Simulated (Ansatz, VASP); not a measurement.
# Cross-check of GaSb between VASP and Ansatz, part 2 of 2

Wanted: the spread between two codes on one cell, functional and k mesh. The cell is taken from a series of runs on this material, whose earlier steps may have relaxed, scaled, displaced or heated it; both programs get it as it stands.

VASP 6.6.1 and Ansatz 0.2.0.

So far: The starting structure; VASP: zone-centre phonons, PBEsol.

### Step 2. VASP: zone-centre phonons, PBEsol (continued)

Level of this step: PBEsol; plane waves and PAW (Ga_d, Sb) (VASP).

Numbers of over 12 decimals in the logs are rounded to 6 here.

From OUTCAR (step 2):

```text
ion  position               nearest neighbor table
   1  0.000  0.000  0.000-   2 2.64   2 2.64   2 2.64   2 2.64
   2  0.750  0.750  0.750-   1 2.64   1 2.64   1 2.64   1 2.64

  LATTYP: Found a trigonal (rhomboedric) cell.
 ALAT       =     4.3067661250
 COS(alpha) =     0.4998507349

 Subroutine GETGRP returns: Found  6 space group operations
 (whereof  6 operations were pure point group operations)

The static configuration has the point symmetry C_3v.

   k-points           NKPTS =   1728   k-points in BZ     NKDIM =   1728   number of bands    NBANDS=     15

   dimension x,y,z NGX =    32 NGY =   32 NGZ =   32
   dimension x,y,z NGXF=    64 NGYF=   64 NGZF=   64

   ENCUT  =  500.0 eV  36.75 Ry    6.06 a.u.   7.85  7.85  7.85*2*pi/ulx,y,z

   NELECT =      18.0000    total number of electrons

 k-points in reciprocal lattice and weights: Points of the shifted mesh
   0.04166667  0.04166667  0.04166667       0.001
   0.04166667  0.04166667  0.12500000       0.001
   0.04166667  0.04166667  0.20833333       0.001
   0.04166667  0.04166667  0.29166667       0.001
   0.04166667  0.04166667  0.37500000       0.001
   0.04166667  0.04166667  0.45833333       0.001
   0.04166667  0.04166667  0.54166667       0.001
   0.04166667  0.04166667  0.62500000       0.001
   0.04166667  0.04166667  0.70833333       0.001
[...]
0.95833333  0.95833333  0.87500000       0.001
   0.95833333  0.95833333  0.95833333       0.001

 average (electrostatic) potential at core
       1 -65.4334       2 -87.3711

  Total        0.2181111      0.2181111      0.2181111      0.0003996      0.0003996      0.0003996
  in kB        6.1851798      6.1851798      6.1851798      0.0113322      0.0113322      0.0113322
  external PRESSURE =       6.1851798 kB  Pullay stress =       0.0000000 kB

  energy-cutoff  :      500.00
  volume of cell :       56.50
      direct lattice vectors                 reciprocal lattice vectors
    -0.000454547  3.045343515  3.045343515    -0.164148336  0.164172840  0.164172840
     3.045343515 -0.000454547  3.045343515     0.164172840 -0.164148336  0.164172840
     3.045343515  3.045343515 -0.000454547     0.164172840  0.164172840 -0.164148336

 POSITION                                       TOTAL-FORCE (eV/Angst)
 -----------------------------------------------------------------------------------
      0.00015      0.00015      0.00015         0.000042      0.000042      0.000042
      4.56752      4.56752      4.56752        -0.000042     -0.000042     -0.000042
 -----------------------------------------------------------------------------------
    total drift:                               -0.000002     -0.000002     -0.000002

 Eigenvectors and eigenvalues of the dynamical matrix
 ----------------------------------------------------

   1 f  =    6.728832 THz    42.278499 2PiTHz  224.449680 cm-1    27.828201 meV
             X         Y         Z           dx          dy          dz
      0.000153  0.000153  0.000153    -0.460171   -0.460171   -0.460171
      4.567521  4.567521  4.567521     0.348678    0.348678    0.348678

   2 f  =    6.726761 THz    42.265483 2PiTHz  224.380580 cm-1    27.819634 meV
             X         Y         Z           dx          dy          dz
      0.000153  0.000153  0.000153    -0.135243   -0.483665    0.618908
      4.567521  4.567521  4.567521     0.102476    0.366481   -0.468957

   3 f  =    6.726761 THz    42.265483 2PiTHz  224.380580 cm-1    27.819634 meV
             X         Y         Z           dx          dy          dz
      0.000153  0.000153  0.000153     0.636571   -0.435410   -0.201161
      4.567521  4.567521  4.567521    -0.482340    0.329917    0.152423

   4 f/i=    0.004113 THz     0.025841 2PiTHz    0.137183 cm-1     0.017009 meV
             X         Y         Z           dx          dy          dz
      0.000153  0.000153  0.000153     0.348678    0.348678    0.348678
      4.567521  4.567521  4.567521     0.460171    0.460171    0.460171

   5 f/i=    0.004122 THz     0.025898 2PiTHz    0.137488 cm-1     0.017046 meV
             X         Y         Z           dx          dy          dz
      0.000153  0.000153  0.000153     0.028295    0.412191   -0.440486
      4.567521  4.567521  4.567521     0.037342    0.543991   -0.581334

   6 f/i=    0.004122 THz     0.025898 2PiTHz    0.137488 cm-1     0.017046 meV
             X         Y         Z           dx          dy          dz
      0.000153  0.000153  0.000153     0.492293   -0.270651   -0.221642
      4.567521  4.567521  4.567521     0.649707   -0.357193   -0.292514

 ELASTIC MODULI CONTR FROM IONIC RELAXATION (kBar)
 Direction    XX          YY          ZZ          XY          YZ          ZX
 --------------------------------------------------------------------------------
 XX          -0.0022     -0.0013     -0.0013      0.2307      0.6061      0.1560
 YY          -0.0013     -0.0022     -0.0013      0.1560      0.2307      0.6061
 ZZ          -0.0013     -0.0013     -0.0022      0.6061      0.1560      0.2307
 XY           0.2307      0.1560      0.6061   -206.5964      1.4147      1.4147
 YZ           0.6061      0.2307      0.1560      1.4147   -206.5964      1.4147
 ZX           0.1560      0.6061      0.2307      1.4147      1.4147   -206.5964
 --------------------------------------------------------------------------------
```

### Step 3. Ansatz: zone-centre phonons, PBEsol

Ansatz runs on its PAW soft_1 files.

The same cell, functional, mesh and smearing now go to Ansatz, which takes its cutoff from its data sets.

File input.yaml:

```yaml
crystal:
  lattice:
    - [-0.0004545466, 3.045343515, 3.045343515]
    - [3.045343515, -0.0004545466, 3.045343515]
    - [3.045343515, 3.045343515, -0.0004545466]
  atoms:
    - { symbol: Ga, position: [2.51196e-05, 2.51196e-05, 2.51196e-05] }
    - { symbol: Sb, position: [0.7499748804, 0.7499748804, 0.7499748804] }
kpoints:
  mp_grid: { grid: [12, 12, 12], shift: [0.5, 0.5, 0.5] }
hamiltonian:
  xc: pbesol
  pseudopotentials: { kind: paw, azcp: { folder: soft_1 }, xc_functional: pbe }
scf:
  occupations: { method: gaussian, width: 0.015 }
output:
  eigenvalues: true
phonons:
  method: dfpt
```

Run with:

```sh
$ ansatz run input.yaml --threads 4 --pin off --max-ram 10240MiB --backend cpu --events-out ev --progress --plain --runs-dir out
```

The log of the run:

```text
Engine: ansatz 0.2.0, x86_64-unknown-linux-gnu
Pseudopotentials: kind: paw
Pseudopotential: Ga, paw, valence charge 13, recommended cutoff 420 eV (normal), soft_1/Ga.paw.azcp
Pseudopotential: Sb, paw, valence charge 15, recommended cutoff 420 eV (normal), soft_1/Sb.paw.azcp
Functional definition: PBEsol
  exchange = pbesol_x
  correlation = pbesol_c
Crystal: 2 atoms, lattice volume = 56.498 Å³
Basis set: ecut = 420 eV, 1067 PW (Γ), exchange–correlation on 60×60×60 points (8 copies of the dense FFT grid, shifted against one another)
Bands: 18, of which v1, the nominal top of the filled ones, is band 14 counted from 1 (13 counted from 0)
Symmetry: 6 space group operations
k-points: 468 of 1728 (irreducible under 2 space group operations, time reversal used)
Non-local potential: Ga, projectors of the file, l = 0: 2, l = 1: 2, l = 2: 3, l = 3: 1
Non-local potential: Sb, projectors of the file, l = 0: 2, l = 1: 2, l = 2: 2, l = 3: 1
PAW form: soft (Blöchl's): semilocal exchange-correlation on the pseudo side does not see the compensation charge
PAW frozen core: Ga, regenerated for the run's functional, and the local potential with it (the file was generated under x = pbe(κ = 0.804, μ = 0.219515), c = pbe(β = 0.066725))
PAW frozen core: Sb, regenerated for the run's functional, and the local potential with it (the file was generated under x = pbe(κ = 0.804, μ = 0.219515), c = pbe(β = 0.066725))
PAW one-centre angular grid: Ga, 590 points (default); XC on 64 Gauss nodes
PAW one-centre angular grid: Sb, 590 points (default); XC on 64 Gauss nodes
Initial density: superposition of atomic densities (chi_scale 0.1, normalization cell, long waves kept (reshape's long-wave potential 0.00 eV rms))
Initial wavefunctions: pseudopotential atomic-orbital guess
Functional: x = pbesol(κ = 0.804, μ = 0.123457), c = pbesol(β = 0.046)
SCF iter   1: F=—  HF=-10151.701231 eV  |F-HF|=—  |Δ(HF+E_count)|=         —  Δρ=3.19e-2  dr2=4.11e-1  ethr=3.10e-3  ⟨swp⟩=6.0  Hψ=45793  notcnv=0
preconditioner: auto → none  [insulator: Δε(μ)=0.428 eV  Ē_g=14.772 eV  σ=0.015 eV  W_gap=1.00  n_scr=14 (ndim 8)  ℏωp=21.0 eV  f_vac=0.005  D(μ)=0.00/eV (n_scr^D=0)  ε∞_Penn≈3.0]
SCF iter   2: F=—  HF=-10151.624298 eV  |F-HF|=—  |Δ(HF+E_count)|=   7.69e-2  Δρ=1.45e-2  dr2=6.98e-2  ethr=1.47e-3  ⟨swp⟩=2.0  Hψ=14049  notcnv=0
SCF iter   3: F=—  HF=-10151.622545 eV  |F-HF|=—  |Δ(HF+E_count)|=   1.75e-3  Δρ=4.95e-3  dr2=1.30e-2  ethr=2.49e-4  ⟨swp⟩=2.0  Hψ=14525  notcnv=0
SCF iter   4: F=—  HF=-10151.616711 eV  |F-HF|=—  |Δ(HF+E_count)|=   5.83e-3  Δρ=8.46e-4  dr2=2.17e-4  ethr=4.63e-5  ⟨swp⟩=3.0  Hψ=16329  notcnv=0
SCF iter   5: F=—  HF=-10151.616674 eV  |F-HF|=—  |Δ(HF+E_count)|=   3.67e-5  Δρ=3.62e-4  dr2=2.56e-5  ethr=7.76e-7  ⟨swp⟩=2.0  Hψ=13026  notcnv=0
SCF iter   6: F=—  HF=-10151.616679 eV  |F-HF|=—  |Δ(HF+E_count)|=   4.46e-6  Δρ=3.69e-5  dr2=6.29e-7  ethr=9.15e-8  ⟨swp⟩=2.0  Hψ=14626  notcnv=0
SCF iter   7: F=—  HF=-10151.616678 eV  |F-HF|=—  |Δ(HF+E_count)|=   8.56e-7  Δρ=6.96e-6  dr2=2.40e-8  ethr=2.25e-9  ⟨swp⟩=2.0  Hψ=14976  notcnv=0
SCF iter   8: F=—  HF=-10151.616678 eV  |F-HF|=—  |Δ(HF+E_count)|=   2.50e-8  Δρ=1.81e-6  dr2=1.65e-9  ethr=8.56e-11  ⟨swp⟩=2.4  Hψ=12215  notcnv=0
SCF iter   9: F=—  HF=-10151.616678 eV  |F-HF|=—  |Δ(HF+E_count)|=  4.35e-10  Δρ=1.62e-7  dr2=1.32e-11  ethr=5.90e-12  ⟨swp⟩=2.0  Hψ=14976  notcnv=0
SCF iter  10: F=-10151.616678 eV  HF=-10151.616678 eV  |F-HF|=1.82e-12  |Δ(HF+E_count)|=  3.64e-12  Δρ=2.78e-8  dr2=2.66e-13  ethr=1.00e-12  ⟨swp⟩=6.0  Hψ=38112  notcnv=0
SCF 1 converged in 10 iterations: F = -10151.616678 eV  dr2 = 2.66e-13
  greatest PAW one-centre occupation: 0.996 electrons in one spin orbital (limit 2), on the Sb atom at site 1 (counted from 0), in its partial waves of l = 2
DFPT response loops at Γ: preconditioner auto → none (the input reference at scf.mixing.eps_inf says where Resta's filter doesn't serve); β = 0.50; Broyden in place of MSR1
SCF converged after 10 iterations
Free energy (F): -10151.616678 eV
Harris-Foulkes:  -10151.616678 eV  (|F-HF|=1.82e-12)
Internal energy: -10151.616678 eV  (E = F + TS)
E sigma→0 (E₀):  -10151.616678 eV
Fermi energy:    8.026819 eV
--- Per-component energies (eV) ---
  E_band       = -257.320742
  E_kinetic    = 276.026869
  E_local      = -3363.925690  (includes V_loc(G=0)·N_el)
  E_nonlocal   = 299.796357
  E_hartree    = 1721.588845
  E_xc         = -160.506519
  E_vxc        = -146.245476  (∫ρ·V_xc dr)
  E_paw        = -6420.875342  (= ΣΔE_a)
  E_vpaw       = -766.150394  (= ΣTr[D̂ρ^β])
  E_aug_tail   = -0.000091  (compensation charges beyond the density's cutoff)
  E_ewald      = -2504.915942
  E_core_change = 1.194834  (= ΣΔE_core)
  E_smearing   = -0.000000  (= −TS)
  E_closure    = 0.000000  (closes the sum)
  Σ components = -10151.616678   (vs F -10151.616678, Δ=0.00e0)
--- Band table (eV; the first three rows and the last of 468) ---
  k-point 0: bands = [... 10 lower, -3.7274, 7.2416, 7.8153, 7.8153, 8.4278, 10.6634, 10.6634, 10.6713]
  k-point 1: bands = [... 10 lower, -3.6306, 6.2190, 7.4494, 7.7563, 8.9730, 10.7573, 10.7905, 11.2266]
  k-point 2: bands = [... 10 lower, -3.3942, 4.8657, 7.0837, 7.5006, 9.0030, 11.0938, 11.2832, 12.1111]
  k-point 467: bands = [... 10 lower, -2.0767, 1.4183, 6.4784, 6.6372, 8.4386, 11.5230, 11.6584, 14.2834]
--- Phonons (Γ-DFPT): 2 representative perturbations + reference, on 468 of 1728 k-points (Σ response iterations 6) ---
  k mesh reduced under 2 symmetry operations, with k and −k counted as one. Each operation leaves every solved perturbation unchanged. A smaller set is not used because it would not reduce the number of displacements times k-points to solve
  ASR residual: 1.659e-5 → 0.000e0 eV/Å²; symmetrization residual: 8.189e-6 eV/Å²
  ASR residual per site (eV/Å²): 1.66e-5 1.28e-5
  Γ frequencies (cm⁻¹): 0.00 0.00 0.00 223.24 223.24 223.32
  non-analytic LO–TO correction: not included (Born effective charges unavailable; polar crystals: no LO–TO splitting at Γ)
```

Reading the cycles: dr2 is the Hartree energy of the density residual (eV), the measure of convergence; HF is the Harris–Foulkes estimate of the energy, which meets the free energy F at convergence.

### Step 4. Differences

Known differences besides the potentials themselves: the data sets hold 28 valence electrons in Ansatz (on its PAW soft_1 files) and 18 in VASP; the cutoff is 420 eV in Ansatz and 500 eV in VASP; Ansatz makes its cores anew for this functional, VASP keeps those of its PBE data sets. Total energies have different zeros and are not compared.

Both answers:

| quantity | Ansatz | VASP | difference |
| --- | --- | --- | --- |
| optical mode 1 to 3 (cm⁻¹) | 223.2 | 224.4 | -0.51 % |

Modes are paired by rising frequency, not by their patterns, so a pair may set unlike modes beside each other; they are those without the splitting of longitudinal modes.

### Step 5. Outcome

| Quantity | Value |
| --- | --- |
| r.m.s. difference of the optical zone-centre modes, each program's sorted by frequency (zone-centre phonons, PBEsol) | 1.1 cm⁻¹ |
| difference in optical mode 1 to 3 (zone-centre phonons, PBEsol) | -0.5 % |

What this shows: The r.m.s. difference of the optical zone-centre modes, each program's sorted by frequency is 1.1 cm⁻¹ (zone-centre phonons, PBEsol). The data sets hold unlike numbers of valence electrons (28 in Ansatz and 18 in VASP), so part of the differences comes from the potentials. Among the rows given in per cent, the largest difference of the zone-centre phonons, PBEsol pair is in optical mode 1 to 3, -0.5 %. Such differences can come from data sets, numerical settings and the points named under the comparisons, not from the functional's error against experiment.

[Lines on the potential files, build, host, timing and source positions are cut from VASP's logs without a mark.]

[Logs are printed without paths, hosts, clocks, repeated set-up lines and the standing remarks that a program may print on its own settings, such as how far it seeks lower states.]

[Hosts, paths, dates, database ids (printed as entryN), source tags and the programs' standing remarks are cut or masked in the printed files.]
